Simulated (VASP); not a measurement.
Here is the system:

```xyz
2
Lattice="0.0000 2.0654 2.0654 2.0654 0.0000 2.0654 2.0654 2.0654 0.0000" Properties=species:S:1:pos:R:3 pbc="T T T"
Mg     0.0000     0.0000     0.0000
O      2.0654     2.0654     2.0654
```

Method: PBEsol GGA, VASP's PBE PAW potentials (set 64) (plane waves; VASP). Run with 620 eV cut-off, 11×11×11 Γ-centred mesh, Gaussian smearing of 0.050 eV, potentials Mg O.

### Question
Estimate the energy per atom (σ→0), pressure, band gap (on the k-mesh) with the smallest direct gap where there is one.

### Answer

```json
{
  "band gap (on the k-mesh)": "5.22 eV",
  "smallest direct gap (on the k-mesh)": "5.22 eV",
  "energy per atom (σ→0)": "-6.242 eV/atom",
  "pressure": "10.01 GPa"
}
```

Only differences to runs with the same potentials and settings are physical.

The compound is MgO in the rock salt structure. It was relaxed first under an external pressure of 10 GPa.
